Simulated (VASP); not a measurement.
Crystal: Sr4Ti3NbO12.

```
Sr Nb Ti O
1.0
    -3.92756    3.92756    3.92756
     3.92756   -3.92756    3.92756
     3.92756    3.92756   -3.92756
Sr Nb Ti O
4 1 3 12
Direct
  0.50000 0.50000 0.50000
  0.00000 0.00000 0.50000
  0.00000 0.50000 0.00000
  0.50000 0.00000 0.00000
  0.00000 0.00000 0.00000
  0.50000 0.50000 0.00000
  0.50000 0.00000 0.50000
  0.00000 0.50000 0.50000
  0.00000 0.25079 0.25079
  0.50000 0.75000 0.25000
  0.50000 0.25000 0.75000
  0.00000 0.74921 0.74921
  0.25079 0.00000 0.25079
  0.75000 0.50000 0.25000
  0.74921 0.00000 0.74921
  0.25000 0.50000 0.75000
  0.25079 0.25079 0.00000
  0.74921 0.74921 0.00000
  0.75000 0.25000 0.50000
  0.25000 0.75000 0.50000
```

The cell was built by a generator and needn't be a form met in nature.

Base run:

- Program: VASP 6.6.1
- Functional: PBEsol
- Potentials or basis: VASP PAW PBE potentials, release 64 (Sr_sv, Nb_sv, Ti_sv, O)
- Cutoff: 520 eV
- k mesh: 6 × 6 × 6
- Occupations: gaussian, width 0.03 eV
- Spin: no spin polarisation

Its results: pressure 0.2 GPa.

**Question.** The run is repeated on the same cell with these changes: functional from PBEsol to r2SCAN; further incar settings from ALGO = Normal; EDIFF = 1e-07; NBANDS = 96 to ALGO = Normal; EDIFF = 1e-06; NBANDS = 96. What comes out?

**Answer.** Pressure 3.7 GPa.

Caveats: the PAW data sets were made with another functional, which shifts forces and pressure a little; an odd number of electrons without spin polarisation forces a metal; a magnetic or distorted state may lie lower.
